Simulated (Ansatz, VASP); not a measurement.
# Cross-check of SiTe2 between VASP and Ansatz, part 2 of 2

Aim: how closely do two programs agree when they are given the same cell, functional and k mesh? The cell is taken from a series of runs on this material, whose earlier steps may have relaxed, scaled, displaced or heated it; both programs get it as it stands.

VASP 6.6.1 and Ansatz 0.2.0.

So far: Starting point; Ansatz: zone-centre phonons, PBEsol.

**3. VASP: zone-centre phonons, PBEsol**

Level of this step: PBEsol; plane waves and PAW (Si, Te) (VASP).

The same cell, functional, mesh and smearing now go to VASP, with its own data sets.

Lines of VASP's logs that name or quote its potential files are left out, and so is its time.

Input file INCAR:

```
SYSTEM = SiTe2
PREC = Accurate
ENCUT = 500
EDIFF = 1E-08
NELM = 120
ISMEAR = 1
SIGMA = 0.2
LREAL = .FALSE.
ALGO = Normal
GGA = PS
NBANDS = 14
LORBIT = 11
LWAVE = .FALSE.
LCHARG = .FALSE.
ISIF = 2
IBRION = 8
LASPH = .TRUE.
GGA_COMPAT = .FALSE.
NELMDL = -8
KPAR = 2
```

Input file POSCAR:

```
SiTe2
1.0
    3.7396058904      0.0000000000      0.0000000000
   -1.8698029452      3.2709796383      0.0000000000
    0.0000000000      0.0000000000     30.4240000000
Si Te
1 2
Direct
    0.0000000000      0.0000000000      0.3286878780
    0.3326776344      0.6653552688      0.3816616509
    0.6673223656      0.3346447312      0.2757141051
```

Input file KPOINTS:

```
Automatic mesh
0
Gamma
15 15 1
0 0 0
```

Potentials, in the order of the species: Si and Te (PBE family, release 64).

Command:

```
> mpirun -np 2 vasp_std
```

Numbers of over 12 decimals in the logs are rounded to 6 here.

What it wrote:

```text
[banner, memory and clock lines left out]
running    2 mpi-ranks, on    1 nodes
 distrk:  each k-point on    1 cores,    2 groups
 distr:  one band on    1 cores,    1 groups

 POSCAR found type information on POSCAR SiTe
 POSCAR found :  2 types and       3 ions
|                                                                             |
|               ----> ADVICE to this user running VASP <----                  |
|                                                                             |
|     You enforced a specific xc type in the INCAR file but a different       |
|     [... a line on the potential file left out ...]
|     I HOPE YOU KNOW WHAT YOU ARE DOING!                                     |
|                                                                             |

 LDA part: xc-table for (Slater+PW92), standard interpolation
 POSCAR, INCAR and KPOINTS ok, starting setup
 FFT: planning ... GRIDC
 FFT: planning ... GRID_SOFT
 FFT: planning ... GRID
 WAVECAR not read
 entering main loop
       N       E                     dE             d eps       ncg     rms          rms(c)
DAV:   1     0.105695968728E+03    0.10570E+03   -0.42055E+03  1792   0.728E+02
DAV:   2    -0.243074264352E+01   -0.10813E+03   -0.10141E+03  3066   0.124E+02
DAV:   3    -0.124713484966E+02   -0.10041E+02   -0.98850E+01  2436   0.483E+01
DAV:   4    -0.127674802233E+02   -0.29613E+00   -0.29488E+00  2426   0.104E+01
DAV:   5    -0.127796624793E+02   -0.12182E-01   -0.12181E-01  2952   0.222E+00
DAV:   6    -0.127797827446E+02   -0.12027E-03   -0.12026E-03  2604   0.189E-01
DAV:   7    -0.127797882849E+02   -0.55403E-05   -0.55402E-05  2956   0.361E-02
DAV:   8    -0.127797883877E+02   -0.10286E-06   -0.10253E-06  2734   0.375E-03    0.944E+00
DAV:   9    -0.126912835732E+02    0.88505E-01   -0.71652E-02  2392   0.178E+00    0.518E+00
DAV:  10    -0.126606245488E+02    0.30659E-01   -0.65906E-02  2416   0.146E+00    0.459E-01
DAV:  11    -0.126602818158E+02    0.34273E-03   -0.72390E-03  2350   0.533E-01    0.309E-01
DAV:  12    -0.126601702825E+02    0.11153E-03   -0.75252E-04  2842   0.162E-01    0.158E-01
DAV:  13    -0.126598814744E+02    0.28881E-03   -0.56142E-04  2350   0.130E-01    0.137E-01
DAV:  14    -0.126599937058E+02   -0.11223E-03   -0.66083E-05  2230   0.518E-02    0.337E-02
[...]
DAV:  22    -0.126603408385E+02   -0.50690E-05   -0.17301E-07  2242   0.121E-03    0.361E-04
DAV:  23    -0.126603424410E+02   -0.16025E-05   -0.17597E-08  2242   0.471E-04    0.341E-04
DAV:  24    -0.126603440385E+02   -0.15974E-05   -0.22982E-08  2114   0.414E-04    0.259E-04
DAV:  25    -0.126603444198E+02   -0.38131E-06   -0.43145E-10  1904   0.127E-04    0.139E-04
DAV:  26    -0.126603447560E+02   -0.33624E-06   -0.22944E-09  1694   0.161E-04    0.776E-05
DAV:  27    -0.126603448151E+02   -0.59045E-07    0.34878E-10  1796   0.676E-05    0.582E-05
DAV:  28    -0.126603448304E+02   -0.15368E-07    0.66227E-10  1712   0.335E-05    0.347E-05
DAV:  29    -0.126603448343E+02   -0.38926E-08    0.73553E-10  1742   0.212E-05
   1 F= -.12660345E+02 E0= -.12660319E+02  d E =-.770726E-04
 Linear response reoptimize wavefunctions to high precision
DAV:   1    -0.126603448353E+02   -0.93564E-09    0.75055E-10  1622   0.103E-05
DAV:   2    -0.126603448353E+02   -0.34106E-10    0.75961E-10  1892   0.507E-06
 Linear response DOF=           6
 Linear response progress:
  Degree of freedom:   1/  6
       N       E                     dE             d eps       ncg     rms          rms(c)
RMM:   1    -0.188797246777E-01   -0.18880E-01    0.13085E-02  4367   0.840E-01
RMM:   2    -0.164786675717E-01    0.24011E-02   -0.14108E-03  2894   0.212E-01    0.969E-02
RMM:   3    -0.165091126234E-01   -0.30445E-04   -0.70277E-05  2881   0.520E-02    0.547E-02
RMM:   4    -0.165776913700E-01   -0.68579E-04   -0.27930E-05  2900   0.278E-02    0.528E-03
RMM:   5    -0.165679734059E-01    0.97180E-05   -0.13256E-06  3075   0.718E-03    0.225E-03
RMM:   6    -0.165598584652E-01    0.81149E-05   -0.18511E-07  3127   0.222E-03    0.849E-04
RMM:   7    -0.165605271849E-01   -0.66872E-06   -0.14773E-08  3061   0.775E-04    0.268E-04
RMM:   8    -0.165611258157E-01   -0.59863E-06   -0.16795E-09  3203   0.216E-04    0.580E-05
RMM:   9    -0.165612056221E-01   -0.79806E-07   -0.53731E-11  3036   0.114E-04    0.388E-05
RMM:  10    -0.165612100660E-01   -0.44439E-08    0.10992E-09  3321   0.307E-05    0.503E-06
 first order change of Fermi-energy   0.18375E-04
 force on displaced ion       1 direction 1 :  -4.095   0.000   0.000
 Linear response progress:
  Degree of freedom:   2/  6
       N       E                     dE             d eps       ncg     rms          rms(c)
RMM:   1    -0.190882739319E-01   -0.19088E-01    0.12429E-02  4433   0.844E-01
RMM:   2    -0.165355748039E-01    0.25527E-02   -0.14414E-03  2893   0.214E-01    0.975E-02
RMM:   3    -0.165669288131E-01   -0.31354E-04   -0.71361E-05  2895   0.522E-02    0.551E-02
RMM:   4    -0.166344008247E-01   -0.67472E-04   -0.26977E-05  2983   0.274E-02    0.613E-03
RMM:   5    -0.166291242176E-01    0.52766E-05   -0.14936E-06  3121   0.701E-03    0.282E-03
RMM:   6    -0.166185397034E-01    0.10585E-04   -0.36608E-07  3089   0.298E-03    0.940E-04
RMM:   7    -0.166171702654E-01    0.13694E-05   -0.26680E-08  3199   0.955E-04    0.393E-04
[...]
RMM:   9    -0.166189561805E-01    0.44618E-07   -0.11637E-09  3257   0.117E-04    0.303E-05
RMM:  10    -0.166189585097E-01   -0.23292E-08   -0.20518E-09  3207   0.582E-05    0.191E-05
 first order change of Fermi-energy   0.65615E-03
 force on displaced ion       1 direction 2 :   0.000  -3.952  -0.139
 Linear response progress:
  Degree of freedom:   3/  6
       N       E                     dE             d eps       ncg     rms          rms(c)
RMM:   1    -0.346030100206E-01   -0.34603E-01    0.39490E-02  4731   0.978E-01
RMM:   2    -0.302041769629E-01    0.43988E-02   -0.26380E-03  2897   0.303E-01    0.163E-01
RMM:   3    -0.301182540530E-01    0.85923E-04   -0.19245E-04  3150   0.777E-02    0.812E-02
RMM:   4    -0.300860845224E-01    0.32170E-04   -0.64370E-05  2984   0.378E-02    0.278E-02
RMM:   5    -0.300810554152E-01    0.50291E-05   -0.87170E-06  3175   0.133E-02    0.908E-03
RMM:   6    -0.300878933408E-01   -0.68379E-05   -0.78731E-07  3133   0.506E-03    0.336E-03
RMM:   7    -0.300910254607E-01   -0.31321E-05   -0.18132E-07  3211   0.199E-03    0.350E-04
RMM:   8    -0.300909270791E-01    0.98382E-07   -0.19719E-08  3299   0.537E-04    0.274E-04
RMM:   9    -0.300907751988E-01    0.15188E-06   -0.27911E-08  3324   0.582E-04    0.130E-04
RMM:  10    -0.300909036714E-01   -0.12847E-06   -0.29243E-09  3334   0.102E-04    0.533E-05
RMM:  11    -0.300910098419E-01   -0.10617E-06   -0.10972E-08  3363   0.237E-04    0.275E-05
RMM:  12    -0.300909755187E-01    0.34323E-07    0.64716E-09  3537   0.121E-04    0.143E-05
RMM:  13    -0.300909275965E-01    0.47922E-07    0.32961E-08  3467   0.852E-05    0.960E-06
RMM:  14    -0.300909385517E-01   -0.10955E-07    0.55466E-08  3371   0.160E-05    0.658E-06
RMM:  15    -0.300909423456E-01   -0.37939E-08    0.77908E-09  3507   0.233E-05    0.628E-06
 first order change of Fermi-energy  -0.17413E-03
 force on displaced ion       1 direction 3 :   0.000  -0.138  -8.803
 Linear response progress:
  Degree of freedom:   4/  6
       N       E                     dE             d eps       ncg     rms          rms(c)
RMM:   1    -0.409681415657E-01   -0.40968E-01    0.33986E-02  7614   0.104E+00
RMM:   2    -0.405240333947E-01    0.44411E-03   -0.20811E-03  5132   0.281E-01    0.709E-02
RMM:   3    -0.405844728889E-01   -0.60439E-04   -0.12985E-04  5135   0.684E-02    0.509E-02
RMM:   4    -0.406540704594E-01   -0.69598E-04   -0.20497E-05  5296   0.275E-02    0.146E-02
RMM:   5    -0.406796043411E-01   -0.25534E-04   -0.15751E-06  5468   0.888E-03    0.355E-03
RMM:   6    -0.406748107570E-01    0.47936E-05   -0.15582E-07  5532   0.262E-03    0.554E-04
RMM:   7    -0.406737425728E-01    0.10682E-05   -0.69608E-09  5756   0.758E-04    0.246E-04
RMM:   8    -0.406742048587E-01   -0.46229E-06   -0.18690E-09  5684   0.307E-04    0.627E-05
RMM:   9    -0.406743339800E-01   -0.12912E-06   -0.21383E-10  5856   0.106E-04    0.247E-05
RMM:  10    -0.406742933600E-01    0.40620E-07    0.16436E-09  5713   0.444E-05    0.704E-06
RMM:  11    -0.406743091732E-01   -0.15813E-07    0.33755E-10  5894   0.171E-05    0.424E-06
RMM:  12    -0.406743188667E-01   -0.96935E-08    0.32626E-10  5900   0.639E-06    0.115E-06
 first order change of Fermi-energy  -0.13722E-03
 force on displaced ion       2 direction 1 :  -2.604   0.007  -0.003
 Linear response progress:
  Degree of freedom:   5/  6
       N       E                     dE             d eps       ncg     rms          rms(c)
RMM:   1    -0.412862339182E-01   -0.41286E-01    0.33830E-02  4343   0.105E+00
RMM:   2    -0.407540472681E-01    0.53219E-03   -0.20591E-03  2922   0.280E-01    0.712E-02
RMM:   3    -0.408159712521E-01   -0.61924E-04   -0.12999E-04  2891   0.687E-02    0.511E-02
RMM:   4    -0.408856328623E-01   -0.69662E-04   -0.21237E-05  2999   0.277E-02    0.146E-02
RMM:   5    -0.409114554164E-01   -0.25823E-04   -0.21525E-06  3122   0.907E-03    0.360E-03
RMM:   6    -0.409079113072E-01    0.35441E-05   -0.33867E-07  3163   0.269E-03    0.158E-03
RMM:   7    -0.409057646535E-01    0.21467E-05   -0.46182E-08  3170   0.109E-03    0.369E-04
RMM:   8    -0.409056154489E-01    0.14920E-06   -0.71602E-09  3289   0.379E-04    0.117E-04
RMM:   9    -0.409059220606E-01   -0.30661E-06   -0.62774E-09  3272   0.140E-04    0.329E-05
RMM:  10    -0.409059386716E-01   -0.16611E-07    0.58017E-09  3271   0.548E-05    0.855E-06
RMM:  11    -0.409059457983E-01   -0.71267E-08    0.98473E-10  3303   0.239E-05    0.544E-06
 first order change of Fermi-energy  -0.50704E-02
 force on displaced ion       2 direction 2 :  -0.000  -2.612  -0.038
 Linear response progress:
  Degree of freedom:   6/  6
       N       E                     dE             d eps       ncg     rms          rms(c)
RMM:   1    -0.813640128131E-01   -0.81364E-01    0.45317E-02  4347   0.111E+00
RMM:   2    -0.797318898864E-01    0.16321E-02   -0.27684E-03  2920   0.320E-01    0.981E-02
RMM:   3    -0.796262822969E-01    0.10561E-03   -0.22781E-04  3080   0.836E-02    0.725E-02
RMM:   4    -0.795661694279E-01    0.60113E-04   -0.43264E-05  3017   0.321E-02    0.386E-02
RMM:   5    -0.795426737365E-01    0.23496E-04   -0.17999E-05  3129   0.210E-02    0.112E-02
RMM:   6    -0.795447851150E-01   -0.21114E-05   -0.13384E-06  3114   0.613E-03    0.801E-03
RMM:   7    -0.795481653110E-01   -0.33802E-05   -0.30179E-07  3228   0.277E-03    0.141E-03
RMM:   8    -0.795489579685E-01   -0.79266E-06   -0.26079E-08  3182   0.937E-04    0.124E-03
RMM:   9    -0.795524407312E-01   -0.34828E-05   -0.13424E-07  3336   0.119E-03    0.632E-04
RMM:  10    -0.795527473907E-01   -0.30666E-06   -0.81449E-09  3313   0.256E-04    0.311E-04
RMM:  11    -0.795552536470E-01   -0.25063E-05   -0.79901E-08  3329   0.644E-04    0.248E-04
RMM:  12    -0.795556089045E-01   -0.35526E-06   -0.57317E-08  3523   0.203E-04    0.177E-04
RMM:  13    -0.795557151847E-01   -0.10628E-06   -0.62125E-08  3536   0.278E-04    0.276E-05
RMM:  14    -0.795558299924E-01   -0.11481E-06   -0.89646E-08  3595   0.125E-04    0.522E-05
RMM:  15    -0.795558552847E-01   -0.25292E-07   -0.21830E-08  3540   0.111E-04    0.348E-05
RMM:  16    -0.795558770785E-01   -0.21794E-07   -0.83349E-09  3578   0.409E-05    0.139E-05
RMM:  17    -0.795559129314E-01   -0.35853E-07    0.95957E-09  3505   0.371E-05    0.687E-06
RMM:  18    -0.795559214539E-01   -0.85225E-08    0.17935E-08  3402   0.138E-05    0.779E-06
 first order change of Fermi-energy   0.97460E+00
 force on displaced ion       2 direction 3 :   0.000  -0.018  -7.317
 Linear response finished
```

OUTCAR, selected parts (step 3):

```text
ion  position               nearest neighbor table
   1  0.000  0.000  0.329-   3 2.70   3 2.70   2 2.70   2 2.70   3 2.71   2 2.71
   2  0.333  0.665  0.382-   1 2.70   1 2.70   1 2.71
   3  0.667  0.335  0.276-   1 2.70   1 2.70   1 2.71

  LATTYP: Found a base centered orthorhombic cell.
 ALAT       =     3.7396058904
 B/A-ratio  =     1.7493713157
 C/A-ratio  =     8.1356166643

 Subroutine GETGRP returns: Found  4 space group operations
 (whereof  2 operations were pure point group operations)

The static configuration has the point symmetry C_1h.
 The point group associated with its full space group is C_2h.

 Found     64 irreducible k-points:

   k-points           NKPTS =     64   k-points in BZ     NKDIM =     64   number of bands    NBANDS=     14

   dimension x,y,z NGX =    28 NGY =   28 NGZ =  224
   dimension x,y,z NGXF=    56 NGYF=   56 NGZF=  448

   ENCUT  =  500.0 eV  36.75 Ry    6.06 a.u.   6.82  6.87 55.47*2*pi/ulx,y,z

   NELECT =      16.0000    total number of electrons

 k-points in reciprocal lattice and weights: Automatic mesh
   0.00000000  0.00000000  0.00000000       0.004
   0.06666667  0.00000000  0.00000000       0.018
   0.13333333  0.00000000  0.00000000       0.018
   0.20000000  0.00000000  0.00000000       0.018
   0.26666667  0.00000000  0.00000000       0.018
   0.33333333 -0.00000000  0.00000000       0.018
   0.40000000 -0.00000000  0.00000000       0.018
   0.46666667 -0.00000000  0.00000000       0.018
   0.00000000  0.06666667  0.00000000       0.009
[...]
0.00000000  0.46666667  0.00000000       0.009
   0.06666667  0.46666667  0.00000000       0.009

 average (electrostatic) potential at core
       1 -92.2529       2 -96.4662       3 -96.4662

  Total       -0.2655808     -0.3195024      0.1084137      0.0000000     -0.0047316      0.0000000
  in kB       -1.1433713     -1.3755129      0.4667399      0.0000000     -0.0203702      0.0000000
  external PRESSURE =      -0.6840481 kB  Pullay stress =       0.0000000 kB

  energy-cutoff  :      500.00
  volume of cell :      372.15
      direct lattice vectors                 reciprocal lattice vectors
     3.739605890  0.000000000  0.000000000     0.267407858  0.152859405  0.000000000
    -1.869802945  3.270979638  0.000000000     0.000000000  0.305718809  0.000000000
     0.000000000  0.000000000 30.424000000     0.000000000  0.000000000  0.032868788

 POSITION                                       TOTAL-FORCE (eV/Angst)
 -----------------------------------------------------------------------------------
      0.00000      0.00000     10.00000        -0.000000      0.000000      0.000000
      0.00000      2.17636     11.61167         0.000000     -0.001441      0.034838
      1.86980      1.09462      8.38833         0.000000      0.001441     -0.034838
 -----------------------------------------------------------------------------------
    total drift:                                0.000000      0.000000     -0.000002

 Eigenvectors and eigenvalues of the dynamical matrix
 ----------------------------------------------------

   1 f  =    9.223516 THz    57.953061 2PiTHz  307.663381 cm-1    38.145380 meV
             X         Y         Z           dx          dy          dz
      0.000000  0.000000 10.000000     0.000000    0.027219    0.948743
      0.000000  2.176364 11.611674    -0.000000   -0.006851   -0.222545
      1.869803  1.094616  8.388326    -0.000000   -0.006851   -0.222545

   2 f  =    6.289708 THz    39.519402 2PiTHz  209.802079 cm-1    26.012131 meV
             X         Y         Z           dx          dy          dz
      0.000000  0.000000 10.000000     0.949123   -0.000000    0.000000
      0.000000  2.176364 11.611674    -0.222673    0.000000   -0.000000
      1.869803  1.094616  8.388326    -0.222673    0.000000    0.000000

   3 f  =    6.174739 THz    38.797028 2PiTHz  205.967117 cm-1    25.536656 meV
             X         Y         Z           dx          dy          dz
      0.000000  0.000000 10.000000     0.000000    0.948875   -0.027409
      0.000000  2.176364 11.611674    -0.000000   -0.222263    0.006445
      1.869803  1.094616  8.388326    -0.000000   -0.222263    0.006445

   4 f  =    4.427200 THz    27.816920 2PiTHz  147.675505 cm-1    18.309421 meV
             X         Y         Z           dx          dy          dz
      0.000000  0.000000 10.000000    -0.000000    0.000000   -0.000000
      0.000000  2.176364 11.611674     0.000000    0.002274   -0.707103
      1.869803  1.094616  8.388326    -0.000000   -0.002274    0.707103

   5 f  =    2.496424 THz    15.685494 2PiTHz   83.271736 cm-1    10.324375 meV
             X         Y         Z           dx          dy          dz
      0.000000  0.000000 10.000000    -0.000000   -0.000000    0.000000
      0.000000  2.176364 11.611674     0.000000    0.707103    0.002274
      1.869803  1.094616  8.388326    -0.000000   -0.707103   -0.002274

   6 f  =    2.460138 THz    15.457503 2PiTHz   82.061372 cm-1    10.174309 meV
             X         Y         Z           dx          dy          dz
      0.000000  0.000000 10.000000    -0.000000    0.000000   -0.000000
      0.000000  2.176364 11.611674     0.707107   -0.000000   -0.000000
      1.869803  1.094616  8.388326    -0.707107    0.000000   -0.000000

   7 f/i=    0.000149 THz     0.000936 2PiTHz    0.004968 cm-1     0.000616 meV
             X         Y         Z           dx          dy          dz
      0.000000  0.000000 10.000000    -0.000000   -0.001267   -0.314857
      0.000000  2.176364 11.611674    -0.000000   -0.002750   -0.671136
      1.869803  1.094616  8.388326    -0.000000   -0.002750   -0.671136

   8 f/i=    0.000274 THz     0.001720 2PiTHz    0.009129 cm-1     0.001132 meV
             X         Y         Z           dx          dy          dz
      0.000000  0.000000 10.000000     0.314907   -0.000000   -0.000000
      0.000000  2.176364 11.611674     0.671131   -0.000000   -0.000000
      1.869803  1.094616  8.388326     0.671131   -0.000000   -0.000000

   9 f/i=    0.006354 THz     0.039924 2PiTHz    0.211950 cm-1     0.026278 meV
             X         Y         Z           dx          dy          dz
      0.000000  0.000000 10.000000    -0.000000   -0.314474    0.000682
      0.000000  2.176364 11.611674    -0.000000   -0.671226    0.002887
      1.869803  1.094616  8.388326    -0.000000   -0.671226    0.002887

 ELASTIC MODULI CONTR FROM IONIC RELAXATION (kBar)
 Direction    XX          YY          ZZ          XY          YZ          ZX
 --------------------------------------------------------------------------------
 XX         -20.7308    -14.4083    -60.5540      0.0000     11.7832     -0.0000
 YY         -14.4083    -23.8632    -68.6363      0.0000     -9.5208     -0.0000
 ZZ         -60.5540    -68.6363   -227.7754      0.0000      0.4660     -0.0000
 XY           0.0000      0.0000      0.0000     -1.4458     -0.0000     10.9723
 YZ          11.7832     -9.5208      0.4660     -0.0000    -29.3456      0.0000
 ZX          -0.0000     -0.0000     -0.0000     10.9723      0.0000    -83.2717
 --------------------------------------------------------------------------------
```

**4. Differences**

Known differences besides the potentials themselves: Ansatz cuts the interaction across the vacuum, VASP repeats the sheet without a dipole correction; the data sets hold 36 valence electrons in Ansatz (on its PAW soft_1 files) and 16 in VASP; the cutoff is 420 eV in Ansatz and 500 eV in VASP; Ansatz makes its cores anew for this functional, VASP keeps those of its PBE data sets. Total energies have different zeros and are not compared.

The two programs side by side:

| quantity | Ansatz | VASP | difference |
| --- | --- | --- | --- |
| optical mode 1 (cm⁻¹) | 81.3 | 82.1 | -0.92 % |
| optical mode 2 (cm⁻¹) | 82.4 | 83.3 | -1.08 % |
| optical mode 3 (cm⁻¹) | 146.9 | 147.7 | -0.55 % |
| optical mode 4 (cm⁻¹) | 202.7 | 206.0 | -1.59 % |
| optical mode 5 (cm⁻¹) | 206.6 | 209.8 | -1.52 % |
| optical mode 6 (cm⁻¹) | 305.1 | 307.7 | -0.84 % |

Modes are paired by rising frequency, not by their patterns, so a pair may set unlike modes beside each other; they are those without the splitting of longitudinal modes. Where the cell holds vacuum, a pressure given here is an average over it and none of the material.

**5. Outcome**

```yaml
r_m_s_difference_of_the_optical_zone_centre_modes_each_program_s_sorted_by_frequency_zone_centre_phonons_pbesol: 2.2 cm⁻¹
difference_in_optical_mode_4_zone_centre_phonons_pbesol: -1.6 %
```

What this shows: The r.m.s. difference of the optical zone-centre modes, each program's sorted by frequency is 2.2 cm⁻¹ (zone-centre phonons, PBEsol). The data sets hold unlike numbers of valence electrons (36 in Ansatz and 16 in VASP), so part of the differences may come from the potentials. Among the rows given in per cent, the largest difference of the zone-centre phonons, PBEsol pair is in optical mode 4, -1.6 %. How closely two codes agree says nothing of how well the functional describes the real material.

[Lines on the potential files, build, host, timing and source positions are cut from VASP's logs without a mark.]

[Logs are printed without paths, hosts, clocks, repeated set-up lines and the standing remarks that a program may print on its own settings, such as how far it seeks lower states.]

[Hosts, paths, dates, database ids (printed as entryN), source tags and the programs' standing remarks are cut or masked in the printed files.]
